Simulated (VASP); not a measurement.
Here is the system:

```yaml
crystal:
  lattice:
    - [1.57070, -2.72052, 0.00000]
    - [1.57070, 2.72052, 0.00000]
    - [0.00000, 0.00000, 3.49139]
  atoms:
    - { symbol: Hf, position: [0.00000, 0.00000, 0.00000] }
    - { symbol: B, position: [0.33333, 0.66667, 0.50000] }
    - { symbol: B, position: [0.66667, 0.33333, 0.50000] }
```

Level of theory: PBE GGA, VASP's PBE PAW potentials (set 64) (plane waves; VASP). Settings: 600 eV cut-off, 10×10×8 Γ-centred mesh, first-order Methfessel-Paxton smearing of 0.10 eV, potentials Hf_pv B.

Each relaxation starts from this cell; other phases were not tried.

### Question
The cell is relaxed at 2 GPa. What happens?

### Answer
The volume per atom goes from 9.95 to 9.87 Å³ (-0.8 %), and the cell becomes a = b = 3.1340 Å, c = 3.4806 Å, α = β = 90.00°, γ = 120.00°, space group P6/mmm.

### Question
The cell is relaxed at 5 GPa. What happens?

### Answer
The volume per atom goes from 9.95 to 9.75 Å³ (-1.9 %), and the cell becomes a = b = 3.123 Å, c = 3.465 Å, α = β = 90.00°, γ = 120.00°, space group P6/mmm.

Failed runs are left out, and for metals the shear rows, which the mesh's noise covers.

The compound is HfB2 in the AlB2 type structure.
